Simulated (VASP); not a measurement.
VASP runs on HfO2 share one base input (PBE GGA, plane waves, VASP's PBE PAW potentials (set 64)) and change the settings named in each case.

File POSCAR:
```
HfO2
1
    2.9874780000     0.0000000000     0.0000000000
   -1.4937390000     2.5872320000     0.0000000000
    0.0000000000     0.0000000000    16.4289780000
Hf O
1 2
Direct
  0.0000000000   0.0000000000   0.5000000000
  0.3333330000   0.6666670000   0.5739240000
  0.6666670000   0.3333330000   0.4260760000
```

INCAR:
```
# general
SYSTEM  = HfO2
PREC    = Accurate
ENCUT   = 400
LREAL   = .False.
LASPH   = .True.

# electronic loop
EDIFF   = 1E-6
NELM    = 100
ALGO    = Normal
LMAXMIX = 6

# smearing
ISMEAR  = -1
SIGMA   = 0.136

# functional
GGA     = PE

# ions
ISIF    = 2

# output
LWAVE   = .False.
LCHARG  = .False.
```

### KPOINTS
```
K-points
0
G
9 9 1
```

POTCAR, in this order: Hf_pv O (PBE.64 set). Program: vasp_std.

```json
[
 {"change": "base run", "E(σ→0) (eV/atom)": "-9.5720", "largest force (eV/Å)": "2.581"},
 {"change": "GGA = PS", "E(σ→0) (eV/atom)": "-9.9889", "largest force (eV/Å)": "2.930"},
 {"change": "GGA_COMPAT = .FALSE., LNONCOLLINEAR = .TRUE., LSORBIT = .TRUE., MAGMOM = 0.0 0.0 0.0 0.0 0.0 0.0 0.0 0.0 0.0, program vasp_ncl", "E(σ→0) (eV/atom)": "-9.7815", "largest force (eV/Å)": "2.556"},
 {"change": "KPOINTS 4×4×1 Γ-centred mesh", "E(σ→0) (eV/atom)": "-9.5633", "largest force (eV/Å)": "2.600"},
 {"change": "LDAU = .TRUE., LDAUJ = 0 0, LDAUL = 2 -1, LDAUTYPE = 2, LDAUU = 2.0 0", "E(σ→0) (eV/atom)": "-9.1305", "largest force (eV/Å)": "2.299"}
]
```
 Energies of different potentials or functionals have different zeros.  The cell holds a wide vacuum, so values per volume refer to the whole cell. Unless said otherwise, spin-orbit coupling is left out, though it shifts the bands of the heavy elements here.

Left out are runs that ran out of time, are held back, or changed the cell or the kind of run, fixed moments of cells without a moment, rows past the twelfth, gaps on odd meshes, pressures of charged cells and columns that move by less than the noise.

The cell is a sheet or thin cut with vacuum, built from a generated structure.
